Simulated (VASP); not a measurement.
OSZICAR of a VASP run on BaHfO3 (cubic perovskite):

File OSZICAR:
```
       N       E                     dE             d eps       ncg     rms          rms(c)
DAV:   1     0.237904204428E+03    0.23790E+03   -0.21254E+04   460   0.160E+03
DAV:   2    -0.381088511974E+02   -0.27601E+03   -0.26962E+03   605   0.356E+02
DAV:   3    -0.502445281907E+02   -0.12136E+02   -0.12120E+02   589   0.745E+01
DAV:   4    -0.504715236466E+02   -0.22700E+00   -0.22695E+00   675   0.904E+00
DAV:   5    -0.504746915178E+02   -0.31679E-02   -0.31678E-02   613   0.756E-01    0.627E+01
DAV:   6    -0.445159754002E+02    0.59587E+01   -0.36428E+01   537   0.353E+01    0.539E+01
DAV:   7    -0.443766578007E+02    0.13932E+00   -0.22189E+00   624   0.994E+00    0.317E+01
DAV:   8    -0.443550721906E+02    0.21586E-01   -0.22819E-01   596   0.410E+00    0.427E+00
DAV:   9    -0.443440702362E+02    0.11002E-01   -0.66806E-02   579   0.169E+00    0.182E+00
DAV:  10    -0.443437516521E+02    0.31858E-03   -0.88776E-03   566   0.623E-01    0.531E-01
DAV:  11    -0.443436640210E+02    0.87631E-04   -0.64532E-04   579   0.173E-01    0.843E-02
DAV:  12    -0.443437134673E+02   -0.49446E-04   -0.10574E-04   611   0.704E-02    0.155E-01
DAV:  13    -0.443437145450E+02   -0.10777E-05   -0.89538E-06   586   0.209E-02    0.383E-03
DAV:  14    -0.443437148125E+02   -0.26759E-06   -0.11469E-06   427   0.723E-03
   1 F= -.44343715E+02 E0= -.44343715E+02  d E =-.443437E+02
```

Problem. Which electronic solver shows in the log?

Solution. It is blocked Davidson (ALGO = Normal, or the opening steps of other solvers). The INCAR had ALGO = Normal.

Problem. Can the final energy be trusted as converged?

Solution. Self-consistency was reached. It stopped with EDIFF = 1E-6, NELM = 100, NSW = 60 and EDIFFG = -0.02 after 1 ionic step (AM05 GGA, plane waves, VASP's PBE PAW potentials (set 64)).

The compound is BaHfO3 in the cubic perovskite structure. It was relaxed first. The start is the result of an earlier pass.
